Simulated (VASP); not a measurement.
# SnSe2: the band gap up a ladder of functionals, part 3 of 3

Wanted: bands and gap of SnSe2 from one functional after another. LASPH is on for some levels and off for others; the table marks which. The start is a cell from a database of measured crystal structures.

VASP 6.6.1, plane waves and PAW; the level of theory is named at each step.

So far, least gap on mesh and path (eV): step 2 (bands, level LDA, k 4×4×3) 0.576; step 10 (bands, level r2SCAN0, k 4×4×3) 2.31; step 11 (bands, level HSE03, k 4×4×3) 1.27; step 13 (bands, level PBE-EpsX, k 4×4×3) 1.20; step 14 (bands, level PBE0, k 4×4×3) 2.12.

### Step 15. Bands with PBE + SOC

This step: PBE, spin-orbit coupling; plane waves and PAW (Sn_d, Se) (VASP 6.6.1).

Spin-orbit coupling needs spinors and the noncollinear program, where each band holds one electron.

The input, INCAR:

```
SYSTEM = SnSe2
PREC = Accurate
ENCUT = 400
EDIFF = 1E-06
NELM = 100
ISMEAR = 0
SIGMA = 0.02
LREAL = .FALSE.
ALGO = Normal
GGA = PE
LNONCOLLINEAR = .TRUE.
MAGMOM = 0 0 0 0 0 0 0 0 0
NBANDS = 38
GGA_COMPAT = .FALSE.
LASPH = .TRUE.
LSORBIT = .TRUE.
LORBIT = 11
LWAVE = .FALSE.
LCHARG = .FALSE.
KPAR = 4
```

The input, POSCAR:

```
SnSe2
1.0
    3.8110000000      0.0000000000      0.0000000000
   -1.9055000000      3.3004228138      0.0000000000
    0.0000000000      0.0000000000      6.1360000000
Sn Se
1 2
Direct
    0.0000000000      0.0000000000      0.0000000000
    0.3333333333      0.6666666667      0.2490000000
    0.6666666667      0.3333333333      0.7510000000
```

The input, KPOINTS:

```
Automatic mesh
0
Gamma
5 5 3
0 0 0
```

The input, KPOINTS_OPT:

```
Line mode
16
Line-mode
Reciprocal
  0.00000000   0.00000000   0.00000000 GAMMA
  0.50000000   0.00000000   0.00000000 M

  0.50000000   0.00000000   0.00000000 M
  0.33333333   0.33333333   0.00000000 K

  0.33333333   0.33333333   0.00000000 K
  0.00000000   0.00000000   0.00000000 GAMMA

  0.00000000   0.00000000   0.00000000 GAMMA
  0.00000000   0.00000000   0.50000000 A

  0.00000000   0.00000000   0.50000000 A
  0.50000000   0.00000000   0.50000000 L

  0.50000000   0.00000000   0.50000000 L
  0.33333333   0.33333333   0.50000000 H

  0.33333333   0.33333333   0.50000000 H
  0.00000000   0.00000000   0.50000000 A

  0.50000000   0.00000000   0.50000000 L
  0.50000000   0.00000000   0.00000000 M

  0.33333333   0.33333333   0.00000000 K
  0.33333333   0.33333333   0.50000000 H
```

PAW data sets: Sn_d and Se (PBE family, release 64).

Launch:

```
$ mpirun -np 4 vasp_ncl
```

Wall time 67 s (4 MPI ranks of Intel Xeon 6975P-C (Granite Rapids), shared host); peak memory 1.3 GiB; 4.4 min of CPU time.

LASPH is on here and off in scalar runs of this session, so a comparison with those holds both changes. At this level the cell is under a pressure of 5.8 GPa, so at these settings it is away from equilibrium.

The electronic bands at the labelled points (eV, zero at the valence-band top; v1 is the highest filled band, c1 the lowest empty one):

```
          point     v4     v3     v2     v1    c1    c2    c3    c4
              Γ  -0.34  -0.34  -0.02  -0.02  1.02  1.02  2.83  2.83
0.53 of the way  -0.41  -0.41  -0.15  -0.15  1.82  1.82  3.89  3.89
              M  -1.29  -1.29  -0.37  -0.37  1.09  1.09  3.70  3.70
0.47 of the way  -1.37  -1.37  -1.19  -1.19  1.47  1.47  5.00  5.00
              K  -1.63  -1.63  -1.57  -1.57  1.35  1.35  6.47  6.47
0.47 of the way  -1.45  -1.45  -0.28  -0.28  2.07  2.07  4.94  4.94
              Γ  -0.34  -0.34  -0.02  -0.02  1.02  1.02  2.83  2.83
0.47 of the way  -0.53  -0.53  -0.26  -0.26  1.82  1.82  2.84  2.84
              A  -0.46  -0.46  -0.18  -0.18  2.38  2.38  2.80  2.80
0.53 of the way  -1.45  -1.45  -0.51  -0.51  1.54  1.54  4.41  4.41
              L  -0.99  -0.99  -0.71  -0.71  0.80  0.80  4.17  4.17
0.53 of the way  -0.69  -0.69  -0.46  -0.46  1.80  1.80  4.62  4.62
              H  -0.49  -0.49  -0.40  -0.40  2.48  2.48  4.57  4.57
0.47 of the way  -1.00  -1.00  -0.84  -0.84  2.17  2.17  4.50  4.50
              A  -0.46  -0.46  -0.18  -0.18  2.38  2.38  2.80  2.80
      jump to L  -0.99  -0.99  -0.71  -0.71  0.80  0.80  4.17  4.17
0.47 of the way  -0.91  -0.91  -0.55  -0.55  0.73  0.73  3.94  3.94
              M  -1.29  -1.29  -0.37  -0.37  1.09  1.09  3.70  3.70
      jump to K  -1.63  -1.63  -1.57  -1.57  1.35  1.35  6.47  6.47
0.53 of the way  -1.00  -1.00  -0.93  -0.93  1.93  1.93  5.35  5.35
              H  -0.49  -0.49  -0.40  -0.40  2.48  2.48  4.57  4.57
```

Of the projections kept (Sn, Se), the largest for each band there, as a share of the weight inside these atoms' spheres; weight between the spheres isn't counted:

```
point       v4       v3       v2       v1       c1       c2       c3       c4
    Γ  Se 0.91  Se 0.91  Se 0.88  Se 0.88  Se 0.55  Se 0.55  Sn 0.59  Sn 0.59
    M  Se 0.87  Se 0.87  Se 0.92  Se 0.92  Se 0.57  Se 0.57  Sn 0.57  Sn 0.57
    K  Se 0.92  Se 0.92  Se 0.93  Se 0.93  Se 0.58  Se 0.58  Se 0.58  Se 0.58
    Γ  Se 0.91  Se 0.91  Se 0.88  Se 0.88  Se 0.55  Se 0.55  Sn 0.59  Sn 0.59
    A  Se 0.91  Se 0.91  Se 0.90  Se 0.90  Se 0.58  Se 0.58  Sn 0.65  Sn 0.65
    L  Se 0.90  Se 0.90  Se 0.91  Se 0.91  Se 0.57  Se 0.57  Se 0.68  Se 0.68
```

The gap is 0.70 eV, indirect. Against PBE that is -0.02 eV, on another mesh; this run took 3.8 times the core time.

### Step 16. Starting orbitals for the hybrid with PBE + SOC

Again a semilocal start for the hybrid that follows.

Changes to INCAR since step 15:

```diff
@@ -3,3 +3,3 @@
 ENCUT = 400
-EDIFF = 1E-06
+EDIFF = 1E-05
 NELM = 100
@@ -17,3 +17,3 @@
 LORBIT = 11
-LWAVE = .FALSE.
+LWAVE = .TRUE.
 LCHARG = .FALSE.
```

POSCAR is that of step 15.

The input, KPOINTS:

```
Automatic mesh
0
Gamma
4 4 3
0 0 0
```

Launch:

```
$ mpirun -np 4 vasp_ncl
```

It took 14 s on 4 MPI ranks; peak memory 1.1 GiB.

This step gave:

```
irreducible k-points           : 9
free energy (TOTEN)            : -11.73 eV
Fermi energy                   : 4.363 eV
pressure                       : 6.047 GPa
valence top at k               : 0, 0, 0
gap on the k-mesh              : 0.7135 eV
least direct gap on the k-mesh : 1.039 eV
```

On-site spin-orbit energy by atom:

```
atom  on-site spin-orbit energy (eV)
 Sn1                         -0.0902
 Se2                         -0.0455
 Se3                         -0.0455
```

Force by atom:

```
atom  x (eV/Å)  y (eV/Å)  z (eV/Å)   size
 Sn1     0.000     0.000     0.000  0.000
 Se2     0.000     0.000     0.722  0.722
 Se3     0.000     0.000    -0.722  0.722
```

The run ends at a pressure of 6.05 GPa, with forces up to 0.72 eV/Å.

### Step 17. Bands with HSE06 + SOC

This step: HSE06, spin-orbit coupling; plane waves and PAW (Sn_d, Se) (VASP 6.6.1).

The input, INCAR:

```
SYSTEM = SnSe2
PREC = Accurate
ENCUT = 400
EDIFF = 1E-06
NELM = 100
ISMEAR = 0
SIGMA = 0.02
LREAL = .FALSE.
ALGO = Normal
LHFCALC = .TRUE.
AEXX = 0.25
GGA = PE
HFSCREEN = 0.2
LASPH = .TRUE.
LNONCOLLINEAR = .TRUE.
MAGMOM = 0 0 0 0 0 0 0 0 0
NBANDS = 38
GGA_COMPAT = .FALSE.
LSORBIT = .TRUE.
PRECFOCK = Fast
LORBIT = 11
LWAVE = .FALSE.
LCHARG = .FALSE.
KPAR = 4
```

POSCAR is that of step 16.

KPOINTS is that of step 16.

Changes to KPOINTS_OPT since step 15:

```diff
@@ -1,3 +1,3 @@
 Line mode
-16
+6
 Line-mode
```

The run starts from files that an earlier step left in the folder.

Launch:

```
$ mpirun -np 4 vasp_ncl
```

Run time: 22 min. Hardware: 4 MPI ranks; peak memory 1.7 GiB; 90 min of CPU time.

Electronic bands along the path, in eV, zero at the valence-band top; v1 is the highest filled band, c1 the lowest empty one:

```
          point     v4     v3     v2     v1    c1    c2    c3    c4
              Γ  -0.32  -0.32  -0.03  -0.03  1.85  1.85  3.71  3.71
0.60 of the way  -0.56  -0.56  -0.19  -0.19  2.41  2.41  4.86  4.86
              M  -1.33  -1.33  -0.37  -0.37  1.78  1.78  4.61  4.61
0.40 of the way  -1.39  -1.39  -1.09  -1.09  2.17  2.17  5.70  5.70
              K  -1.75  -1.75  -1.68  -1.68  2.13  2.13  7.62  7.62
0.40 of the way  -1.73  -1.73  -0.46  -0.46  2.76  2.76  6.19  6.19
              Γ  -0.32  -0.32  -0.03  -0.03  1.85  1.85  3.71  3.71
0.40 of the way  -0.57  -0.57  -0.26  -0.26  2.48  2.48  3.72  3.72
              A  -0.47  -0.47  -0.16  -0.16  3.24  3.24  3.69  3.69
0.40 of the way  -1.51  -1.51  -0.39  -0.39  2.76  2.76  5.21  5.21
              L  -1.05  -1.05  -0.72  -0.72  1.52  1.52  5.08  5.08
0.60 of the way  -0.69  -0.69  -0.46  -0.46  2.81  2.81  5.59  5.59
              H  -0.53  -0.53  -0.42  -0.42  3.37  3.37  5.53  5.53
0.40 of the way  -0.99  -0.99  -0.80  -0.80  3.00  3.00  5.51  5.51
              A  -0.47  -0.47  -0.16  -0.16  3.24  3.24  3.69  3.69
      jump to L  -1.05  -1.05  -0.72  -0.72  1.52  1.52  5.08  5.08
0.40 of the way  -0.96  -0.96  -0.59  -0.59  1.43  1.43  4.90  4.90
              M  -1.33  -1.33  -0.37  -0.37  1.78  1.78  4.61  4.61
      jump to K  -1.75  -1.75  -1.68  -1.68  2.13  2.13  7.62  7.62
0.60 of the way  -0.94  -0.94  -0.85  -0.85  2.89  2.89  6.17  6.17
              H  -0.53  -0.53  -0.42  -0.42  3.37  3.37  5.53  5.53
```

Of the projections kept (Sn, Se), the largest for each band there, as a share of the weight inside these atoms' spheres; weight between the spheres isn't counted:

```
point       v4       v3       v2       v1       c1       c2       c3       c4
    Γ  Se 0.91  Se 0.91  Se 0.88  Se 0.88  Se 0.53  Se 0.53  Sn 0.59  Sn 0.59
    M  Se 0.89  Se 0.89  Se 0.91  Se 0.91  Se 0.52  Se 0.52  Sn 0.57  Sn 0.57
    K  Se 0.92  Se 0.92  Se 0.93  Se 0.93  Se 0.55  Se 0.55  Se 0.58  Se 0.58
    Γ  Se 0.91  Se 0.91  Se 0.88  Se 0.88  Se 0.53  Se 0.53  Sn 0.59  Sn 0.59
    A  Se 0.91  Se 0.91  Se 0.90  Se 0.90  Se 0.55  Se 0.55  Sn 0.64  Sn 0.64
    L  Se 0.90  Se 0.90  Se 0.91  Se 0.91  Se 0.52  Se 0.52  Se 0.67  Se 0.67
```

The gap is 1.43 eV, indirect. Against HSE06 that is -0.04 eV; this run took 6.3 times the core time.

### Step 18. Bands with TB-mBJ + SOC

This step: TB-mBJ, spin-orbit coupling; plane waves and PAW (Sn_d, Se) (VASP 6.6.1).

The input, INCAR:

```
SYSTEM = SnSe2
PREC = Accurate
ENCUT = 400
EDIFF = 1E-06
NELM = 150
ISMEAR = 0
SIGMA = 0.02
LREAL = .FALSE.
ALGO = Normal
METAGGA = MBJ
LASPH = .TRUE.
LNONCOLLINEAR = .TRUE.
MAGMOM = 0 0 0 0 0 0 0 0 0
NBANDS = 38
GGA_COMPAT = .FALSE.
LSORBIT = .TRUE.
LORBIT = 11
LWAVE = .FALSE.
LCHARG = .FALSE.
KPAR = 4
```

POSCAR is that of step 17.

The input, KPOINTS:

```
Automatic mesh
0
Gamma
5 5 3
0 0 0
```

Changes to KPOINTS_OPT since step 17:

```diff
@@ -1,3 +1,3 @@
 Line mode
-6
+16
 Line-mode
```

Launch:

```
$ mpirun -np 4 vasp_ncl
```

Elapsed: 2 min, on 4 MPI ranks; peak memory 1.5 GiB; 7.9 min of CPU time.

Electronic bands along the path, in eV, zero at the valence-band top; v1 is the highest filled band, c1 the lowest empty one:

```
          point     v4     v3     v2     v1    c1    c2    c3    c4
              Γ  -0.32  -0.32  -0.02  -0.02  1.81  1.81  3.62  3.62
0.53 of the way  -0.36  -0.36  -0.13  -0.13  2.37  2.37  4.65  4.65
              M  -1.06  -1.06  -0.34  -0.34  1.61  1.61  4.44  4.44
0.47 of the way  -1.20  -1.20  -1.01  -1.01  1.98  1.98  5.65  5.65
              K  -1.44  -1.44  -1.38  -1.38  1.97  1.97  7.04  7.04
0.47 of the way  -1.27  -1.27  -0.23  -0.23  2.57  2.57  5.58  5.58
              Γ  -0.32  -0.32  -0.02  -0.02  1.81  1.81  3.62  3.62
0.47 of the way  -0.50  -0.50  -0.25  -0.25  2.42  2.42  3.63  3.63
              A  -0.43  -0.43  -0.18  -0.18  2.92  2.92  3.63  3.63
0.53 of the way  -1.29  -1.29  -0.46  -0.46  2.11  2.11  5.11  5.11
              L  -0.88  -0.88  -0.62  -0.62  1.40  1.40  4.88  4.88
0.53 of the way  -0.61  -0.61  -0.41  -0.41  2.33  2.33  5.35  5.35
              H  -0.44  -0.44  -0.35  -0.35  2.94  2.94  5.29  5.29
0.47 of the way  -0.88  -0.88  -0.73  -0.73  2.62  2.62  5.21  5.21
              A  -0.43  -0.43  -0.18  -0.18  2.92  2.92  3.63  3.63
      jump to L  -0.88  -0.88  -0.62  -0.62  1.40  1.40  4.88  4.88
0.47 of the way  -0.80  -0.80  -0.49  -0.49  1.36  1.36  4.65  4.65
              M  -1.06  -1.06  -0.34  -0.34  1.61  1.61  4.44  4.44
      jump to K  -1.44  -1.44  -1.38  -1.38  1.97  1.97  7.04  7.04
0.53 of the way  -0.88  -0.88  -0.81  -0.81  2.47  2.47  5.99  5.99
              H  -0.44  -0.44  -0.35  -0.35  2.94  2.94  5.29  5.29
```

Of the projections kept (Sn, Se), the largest for each band there, as a share of the weight inside these atoms' spheres; weight between the spheres isn't counted:

```
point       v4       v3       v2       v1       c1       c2       c3       c4
    Γ  Se 0.91  Se 0.91  Se 0.90  Se 0.90  Se 0.57  Se 0.57  Sn 0.60  Sn 0.60
    M  Se 0.90  Se 0.90  Se 0.92  Se 0.92  Se 0.58  Se 0.58  Sn 0.55  Sn 0.55
    K  Se 0.93  Se 0.93  Se 0.93  Se 0.93  Se 0.61  Se 0.61  Se 0.60  Se 0.60
    Γ  Se 0.91  Se 0.91  Se 0.90  Se 0.90  Se 0.57  Se 0.57  Sn 0.60  Sn 0.60
    A  Se 0.91  Se 0.91  Se 0.91  Se 0.91  Se 0.59  Se 0.59  Sn 0.63  Sn 0.63
    L  Se 0.91  Se 0.91  Se 0.92  Se 0.92  Se 0.58  Se 0.58  Se 0.64  Se 0.64
```

The gap is 1.34 eV, indirect. Against TB-mBJ that is -0.04 eV, on another mesh; this run took 3.7 times the core time.

### Step 19. The ladder as a table

This step: ladder of functionals on one cell; plane waves and PAW (VASP 6.6.1).

This step runs nothing: it gathers the runs above.

A gap of 0 means none; cost is the wall time of each run, as given at its step, times its ranks, without the set-up around it; LASPH differs between rows, which moves results and costs too. Results by level, by row:

```
       level  gap (eV)  least direct gap (eV)  pressure (GPa)  cost (core minutes)  LASPH
         LDA     0.576                  0.887            1.53                 1.16    off
      PBEsol     0.634                  0.985            3.04                 1.17    off
         PBE     0.713                  1.082               6                 1.17    off
      r2SCAN     1.019                  1.524            3.96                    4     on
      TB-mBJ     1.374                  1.884               -                 2.13     on
        TPSS     0.765                  1.188            5.14                 4.47     on
       HSE06     1.462                  1.938               -                 14.2     on
     r2SCAN0      2.31                  2.841               -                 15.8     on
       HSE03     1.267                  1.744               -                 14.3     on
    PBE-EpsX     1.203                    1.6               -                 13.5     on
        PBE0     2.118                  2.575               -                 14.4     on
   PBE + SOC     0.697                  1.044            5.77                 4.47     on
 HSE06 + SOC     1.427                   1.88               -                 89.9     on
TB-mBJ + SOC     1.336                  1.827               -                 7.93     on
```

### Step 20. Summary of results

```
gap, LDA          : 0.576 eV
gap, PBEsol       : 0.634 eV
gap, PBE          : 0.713 eV
gap, r2SCAN       : 1.02 eV
gap, TB-mBJ       : 1.37 eV
gap, TPSS         : 0.765 eV
gap, HSE06        : 1.46 eV
gap, r2SCAN0      : 2.31 eV
gap, HSE03        : 1.27 eV
gap, PBE-EpsX     : 1.20 eV
gap, PBE0         : 2.12 eV
gap, PBE + SOC    : 0.697 eV
gap, HSE06 + SOC  : 1.43 eV
gap, TB-mBJ + SOC : 1.34 eV
```

What this shows: For SnSe2, without spin-orbit coupling, the functional decides between a gap of 0.576 eV (LDA) and 2.31 eV (r2SCAN0), while across these levels the cost spans a factor of 14. HSE06 moves the gap by +0.75 eV from PBE, at about 12 times the core time, though on fewer points of the path. On r2SCAN the gap grows with the share of exact exchange: 1.02 eV at none, 2.31 eV at 0.25. PBE0 and HSE06 hold the same share of exact exchange; keeping its long-range part moves the gap by +0.66 eV, a figure that converges slowly with the mesh. Spin-orbit coupling changes the PBE gap by -0.02 eV (the two runs use different meshes). Adding the spin-orbit shift of HSE06 (-0.04 eV) to levels run without it gives estimates of 2.28 eV for r2SCAN0, 1.23 eV for HSE03, 1.17 eV for PBE-EpsX and 2.08 eV for PBE0; the shift need not carry over unchanged. TB-mBJ lands -0.09 eV from HSE06 at 15 % of its cost. All levels use one geometry, and one mesh but for spin-orbit runs, kept coarse to afford the hybrids, so no gap here is fully converged. Costs come from a shared host, and the hybrids use PRECFOCK = Fast. These are single-particle gaps of a static lattice, without excitons or temperature. LASPH is on for some levels and off for others, so differences between them are not the functional's alone. Where LASPH is switched on together with spin-orbit coupling, the shift holds both.

[Lines on the potential files, build, host, timing and source positions are cut from VASP's logs without a mark.]

[Logs are printed without paths, hosts, clocks, repeated set-up lines and the standing remarks that a program may print on its own settings, such as how far it seeks lower states.]

[Hosts, paths, dates, database ids (printed as entryN), source tags and the programs' standing remarks are cut or masked in the printed files.]

[A measured line is paired with the nearest computed mode of its activity, which favours agreement.]

[In band tables of VASP the shares of atoms and orbitals are scaled to a sum of 1 inside the atoms' spheres.]
